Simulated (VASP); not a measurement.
# Band-edge properties of C (Fd-3m), part 2 of 2

Aim: the gap of C, the masses at its band edges and their response to strain. The start is a cell from a database of measured crystal structures.

VASP 6.6.1, plane waves and PAW; the level of theory is named at each step.

So far. Step 10 (Bands of the strained cell, strain hydrostatic 0.5 %): The path shows an indirect gap of 4.10 eV (valence top at Γ, conduction bottom between Γ and X). The least direct gap is 5.55 eV.

**12. Bands of the strained cell, strain along x -0.5 %**

File INCAR:

```
SYSTEM = C
PREC = Accurate
ENCUT = 520
EDIFF = 1E-06
NELM = 100
ISMEAR = 0
SIGMA = 0.02
LREAL = .FALSE.
ALGO = Normal
GGA = PE
NBANDS = 16
LORBIT = 11
LWAVE = .FALSE.
LCHARG = .FALSE.
KPAR = 4
ISIF = 2
```

File POSCAR:

```
C
1.0
    0.0000000000      1.7833700000      1.7833700000
    1.7744531500      0.0000000000      1.7833700000
    1.7744531500      1.7833700000      0.0000000000
C
2
Direct
    0.5000000000      0.5000000000      0.5000000000
    0.7500000000      0.7500000000      0.7500000000
```

File KPOINTS:

```
Automatic mesh
0
Gamma
14 14 14
0 0 0
```

File KPOINTS_OPT:

```
Line mode
16
Line-mode
Reciprocal
  0.00000000   0.00000000   0.00000000 GAMMA
  0.50000000   0.00000000   0.50000000 X

  0.50000000   0.00000000   0.50000000 X
  0.75251888   0.25251888   0.50000000 Y

  0.75251888   0.25251888   0.50000000 Y
  0.75251888   0.37625944   0.37625944 S

  0.75251888   0.37625944   0.37625944 S
  0.00000000   0.00000000   0.00000000 GAMMA

  0.00000000   0.00000000   0.00000000 GAMMA
  0.00000000  -0.50000000  -0.50000000 Z

  0.00000000  -0.50000000  -0.50000000 Z
  0.24748112  -0.37625944  -0.37625944 S1

  0.24748112  -0.37625944  -0.37625944 S1
  0.50000000   0.00000000   0.00000000 N

  0.50000000   0.00000000   0.00000000 N
  0.50000000  -0.25000000   0.25000000 P

  0.50000000  -0.25000000   0.25000000 P
  0.24748112  -0.50000000  -0.25251888 Y1

  0.24748112  -0.50000000  -0.25251888 Y1
  0.00000000  -0.50000000  -0.50000000 Z

  0.50000000   0.00000000   0.50000000 X
  0.50000000  -0.25000000   0.25000000 P
```

PAW data sets: C (PBE family, release 64).

Started as:

```
mpirun -np 4 vasp_std
```

Elapsed: 19 s, on 4 MPI ranks of AMD EPYC 7R43, shared host; peak memory 0.51 GiB.

The electronic bands at the labelled points (eV, zero at the valence-band top; v1 is the highest filled band, c1 the lowest empty one):

```
          point      v3     v2     v1     c1     c2     c3
              Γ   -0.08  -0.08   0.00   5.51   5.57   5.57
0.47 of the way   -4.11  -3.90  -3.87   4.53  10.79  10.99
              X  -12.88  -6.35  -6.35   4.76   4.76  16.82
0.47 of the way  -12.57  -7.28  -7.28   6.66   6.66  15.69
              Y  -12.04  -8.41  -8.41  10.55  10.55  12.31
0.47 of the way  -11.72  -9.10  -6.84   7.52  10.65  13.42
              S  -11.79  -9.39  -5.51   5.54  10.55  14.43
0.47 of the way   -7.05  -6.06  -2.10   8.48   8.50  10.58
              Γ   -0.08  -0.08   0.00   5.51   5.57   5.57
0.53 of the way   -5.02  -4.50  -4.50   4.25   9.66  12.11
              Z  -12.80  -6.43  -6.43   4.64   4.64  16.85
0.47 of the way  -12.58  -7.53  -6.22   4.84   6.30  16.25
             S1  -11.79  -9.39  -5.51   5.54  10.55  14.43
0.47 of the way  -12.59  -6.22  -4.18   6.92  11.12  12.13
              N  -13.48  -2.91  -2.82   8.41   8.43   8.89
0.47 of the way  -12.59  -6.09  -4.52   8.25   9.44  12.64
              P  -12.07  -8.42  -8.42  10.67  10.67  12.41
0.53 of the way  -11.82  -9.42  -5.43   5.73  10.83  14.31
             Y1  -12.04  -8.41  -8.41  10.55  10.55  12.31
0.53 of the way  -12.51  -7.32  -7.32   6.48   6.48  15.79
              Z  -12.80  -6.43  -6.43   4.64   4.64  16.85
      jump to X  -12.88  -6.35  -6.35   4.76   4.76  16.82
0.53 of the way  -12.49  -7.49  -7.49   7.15   7.15  15.44
              P  -12.07  -8.42  -8.42  10.67  10.67  12.41
```

On this path the gap is indirect, 4.01 eV, with the valence top at Γ and the conduction bottom between Γ and Z. The least direct gap is 5.51 eV.

**13. Strained cell, atoms relaxed, strain along x 0.5 %**

Changes to INCAR since step 12:

```diff
@@ -10,3 +10,3 @@
 GGA = PE
-NBANDS = 16
+NBANDS = 10
 LORBIT = 11
@@ -15,2 +15,5 @@
 KPAR = 4
+IBRION = 2
+NSW = 30
 ISIF = 2
+EDIFFG = -0.003
```

File POSCAR:

```
C
1.0
    0.0000000000      1.7833700000      1.7833700000
    1.7922868500      0.0000000000      1.7833700000
    1.7922868500      1.7833700000      0.0000000000
C
2
Direct
    0.5000000000      0.5000000000      0.5000000000
    0.7500000000      0.7500000000      0.7500000000
```

KPOINTS is that of step 12.

Started as:

```
mpirun -np 4 vasp_std
```

Run time: 10 s. Hardware: 4 MPI ranks; peak memory 0.4 GiB.

The forces vanish from the start, and no atom moves.

**14. Bands of the strained cell, strain along x 0.5 %**

Changes to INCAR since step 13:

```diff
@@ -10,3 +10,3 @@
 GGA = PE
-NBANDS = 10
+NBANDS = 16
 LORBIT = 11
@@ -15,5 +15,2 @@
 KPAR = 4
-IBRION = 2
-NSW = 30
 ISIF = 2
-EDIFFG = -0.003
```

POSCAR is that of step 13.

KPOINTS is that of step 13.

File KPOINTS_OPT:

```
Line mode
16
Line-mode
Reciprocal
  0.00000000   0.00000000   0.00000000 GAMMA
  0.50000000   0.00000000   0.50000000 X

  0.50000000   0.00000000   0.50000000 X
  0.25248137  -0.24751863   0.50000000 Y

  0.25248137  -0.24751863   0.50000000 Y
  0.00000000  -0.37375931   0.37375931 S

  0.00000000  -0.37375931   0.37375931 S
  0.00000000   0.00000000   0.00000000 GAMMA

  0.00000000   0.00000000   0.00000000 GAMMA
  0.00000000   0.50000000   0.50000000 Z

  0.00000000   0.50000000   0.50000000 Z
  0.00000000   0.37375931   0.62624069 S1

  0.00000000   0.37375931   0.62624069 S1
  0.00000000   0.00000000   0.50000000 N

  0.00000000   0.00000000   0.50000000 N
  0.50000000   0.25000000   0.75000000 P

  0.50000000   0.25000000   0.75000000 P
  0.25248137   0.50000000   0.75248137 Y1

  0.25248137   0.50000000   0.75248137 Y1
  0.00000000   0.50000000   0.50000000 Z

  0.50000000   0.00000000   0.50000000 X
  0.50000000   0.25000000   0.75000000 P
```

Started as:

```
mpirun -np 4 vasp_std
```

It took 23 s on 4 MPI ranks; peak memory 0.51 GiB; 87 s of CPU time.

Within 0.02 Å the cell has space group Fd-3m; at a tight tolerance a small distortion makes it I4_1/amd.

**15. Deformation of the gap**

This step: gap under strain, PBE; plane waves and PAW (VASP 6.6.1).

The slopes are differences of the gaps above.

No new run; the numbers come from the runs before.

Where slopes are missing, an edge lies between the mesh points, and the path need not meet all the copies that this strain parts, so a lower one can be missed; linear strain along the axis, or along all three, without spin-orbit coupling; gaps are the least on mesh and path; a direction without two finished runs is left out; the two slopes differ by curvature, or where strain splits an edge or moves it to another point. Gap under strain:

```
     strain  gap at -0.5 % (eV)  gap unstrained (eV)  gap at +0.5 % (eV)  slope under compression (eV per unit strain)  slope under tension (eV per unit strain)
hydrostatic               4.162                4.129               4.096                                         -6.66                                     -6.54
    along x                4.01                4.129               4.053                                             -                                         -
```

**16. Orbitals for bands with HSE06**

This step: PBE; plane waves and PAW (C) (VASP 6.6.1).

The hybrid starts from PBE orbitals, which saves many expensive cycles.

File INCAR:

```
SYSTEM = C
PREC = Accurate
ENCUT = 520
EDIFF = 1E-05
NELM = 100
ISMEAR = 0
SIGMA = 0.02
LREAL = .FALSE.
ALGO = Normal
GGA = PE
NBANDS = 10
LORBIT = 11
LWAVE = .TRUE.
LCHARG = .FALSE.
KPAR = 4
```

File POSCAR:

```
C
1.0
    0.0000000000      1.7833700000      1.7833700000
    1.7833700000      0.0000000000      1.7833700000
    1.7833700000      1.7833700000      0.0000000000
C
2
Direct
    0.5000000000      0.5000000000      0.5000000000
    0.7500000000      0.7500000000      0.7500000000
```

File KPOINTS:

```
Automatic mesh
0
Gamma
8 8 8
0 0 0
```

Started as:

```
mpirun -np 4 vasp_std
```

Run time: 3.2 s. Hardware: 4 MPI ranks; peak memory 0.35 GiB; 9.2 s of CPU time.

A gap read on the k-mesh alone can miss the band edges.

This step gave:

```yaml
bands: 10
irreducible_k_points: 29
symmetry_operations: 48
free_energy_toten: -18.18 eV
fermi_energy: 9.838 eV
pressure: 2.459 GPa
conduction_bottom_at_k: 0.375, 0.375, 0
gap_on_the_k_mesh: 4.132 eV
least_direct_gap_on_the_k_mesh: 5.590 eV
```

At this level the gap is 4.13 eV on the k-mesh of the self-consistent run, which can miss the band edges.

**17. Bands with HSE06**

This step: HSE06; plane waves and PAW (C) (VASP 6.6.1).

A quarter of screened exact exchange corrects much of the semilocal gap error; its cost forces a coarser mesh.

File INCAR:

```
SYSTEM = C
PREC = Accurate
ENCUT = 520
EDIFF = 1E-06
NELM = 100
ISMEAR = 0
SIGMA = 0.02
LREAL = .FALSE.
ALGO = Normal
LHFCALC = .TRUE.
AEXX = 0.25
GGA = PE
HFSCREEN = 0.2
LASPH = .TRUE.
NBANDS = 10
PRECFOCK = Fast
LORBIT = 11
LWAVE = .FALSE.
LCHARG = .FALSE.
KPAR = 4
ISIF = 2
```

POSCAR is that of step 16.

KPOINTS is that of step 16.

File KPOINTS_OPT:

```
Line mode
8
Line-mode
Reciprocal
  0.00000000   0.00000000   0.00000000 GAMMA
  0.50000000   0.00000000   0.50000000 X

  0.50000000   0.00000000   0.50000000 X
  0.50000000   0.25000000   0.75000000 W

  0.50000000   0.25000000   0.75000000 W
  0.37500000   0.37500000   0.75000000 K

  0.37500000   0.37500000   0.75000000 K
  0.00000000   0.00000000   0.00000000 GAMMA

  0.00000000   0.00000000   0.00000000 GAMMA
  0.50000000   0.50000000   0.50000000 L

  0.50000000   0.50000000   0.50000000 L
  0.62500000   0.25000000   0.62500000 U

  0.62500000   0.25000000   0.62500000 U
  0.50000000   0.25000000   0.75000000 W

  0.50000000   0.25000000   0.75000000 W
  0.50000000   0.50000000   0.50000000 L

  0.50000000   0.50000000   0.50000000 L
  0.37500000   0.37500000   0.75000000 K

  0.62500000   0.25000000   0.62500000 U
  0.50000000   0.00000000   0.50000000 X
```

The WAVECAR or CHGCAR of an earlier step is read.

Started as:

```
mpirun -np 4 vasp_std
```

It took 7.3 min on 4 MPI ranks; peak memory 0.86 GiB; 29 min of CPU time.

The PAW data sets were made with PBE, which is usual practice but a small mismatch for other functionals.

This step gave:

* SCF cycles: 8
* free energy (TOTEN): -21.09 eV
* Fermi energy: 9.257 eV
* pressure: -7.353 GPa
* least gap on mesh and path: 5.300 eV
* least direct gap on mesh and path: 6.992 eV

Electronic bands along the path, in eV, zero at the valence-band top; v1 is the highest filled band, c1 the lowest empty one:

```
          point      v3      v2     v1     c1     c2     c3
              Γ    0.00    0.00   0.00   6.99   6.99   6.99
0.43 of the way   -3.87   -3.78  -3.78   5.90  12.29  12.29
              X  -14.08   -6.87  -6.87   5.93   5.93  19.24
0.43 of the way  -13.81   -7.72  -7.72   7.65   7.65  18.23
              W  -13.24   -9.04  -9.04  12.18  12.18  14.27
0.57 of the way  -12.89   -9.92  -6.87   8.37  12.45  15.72
              K  -12.94  -10.12  -5.86   6.91  12.40  16.57
0.57 of the way   -6.00   -4.96  -1.40   9.08  10.20  10.73
              Γ    0.00    0.00   0.00   6.99   6.99   6.99
0.43 of the way   -5.87   -1.56  -1.56   9.01   9.01   9.36
              L  -14.62   -3.07  -3.07  10.04  10.04  10.36
0.43 of the way  -14.01   -5.69  -4.03   8.86  12.05  12.81
              U  -12.94  -10.12  -5.86   6.91  12.40  16.57
0.43 of the way  -12.89   -9.92  -6.87   8.37  12.45  15.72
              W  -13.24   -9.04  -9.04  12.18  12.18  14.27
0.57 of the way  -13.81   -6.16  -4.59   9.67  10.84  14.19
              L  -14.62   -3.07  -3.07  10.04  10.04  10.36
0.57 of the way  -13.56   -7.19  -4.57   8.24  13.30  14.27
              K  -12.94  -10.12  -5.86   6.91  12.40  16.57
      jump to U  -12.94  -10.12  -5.86   6.91  12.40  16.57
0.57 of the way  -13.87   -7.92  -6.68   6.11   7.48  18.68
              X  -14.08   -6.87  -6.87   5.93   5.93  19.24
```

At this level the gap is 5.30 eV.

**18. What came out**

| Property | Result |
| --- | --- |
| gap, PBE | 4.13 eV |
| gap, HSE06 without spin-orbit coupling | 5.30 eV |
| electron masses, over the table's valid entries | 0.29 to 1.6 electron masses |
| hole masses, over the table's valid entries | 0.29 to 0.51 electron masses |
| mean electronic dielectric constant | 5.82 |

In this Fd-3m structure the PBE gap is 4.13 eV and indirect; the smallest direct gap is 5.59 eV. HSE06, on a coarser mesh, gives 5.30 eV, 1.17 eV more. The masses of the two step lengths differ by up to 18 %; the spread may come from bands that bend away from a parabola or from noise in the tiny energy differences of the short step. The valence top is degenerate by symmetry; spin-orbit coupling, left out here, would split off part of it and change the hole masses, little for light elements. The strain series leaves spin-orbit coupling out, which changes how the degenerate or nearly degenerate top splits under uniaxial strain, so those slopes would differ with it. Stretching all axes by 0.5 % moves the gap by -33 meV. Where a small direct gap sets a mass, a semilocal functional that makes the gap too small makes the mass too light; phonons, excitons and temperature are left out.

[Lines on the potential files, build, host, timing and source positions are cut from VASP's logs without a mark.]

[Logs are printed without paths, hosts, clocks, repeated set-up lines and the standing remarks that a program may print on its own settings, such as how far it seeks lower states.]

[Hosts, paths, dates, database ids (printed as entryN), source tags and the programs' standing remarks are cut or masked in the printed files.]

[In band tables of VASP the shares of atoms and orbitals are scaled to a sum of 1 inside the atoms' spheres.]

[Gaps and slopes under strain along one axis are those of the sampled path and mesh points; where strain splits equal valleys, another of them can be the edge.]
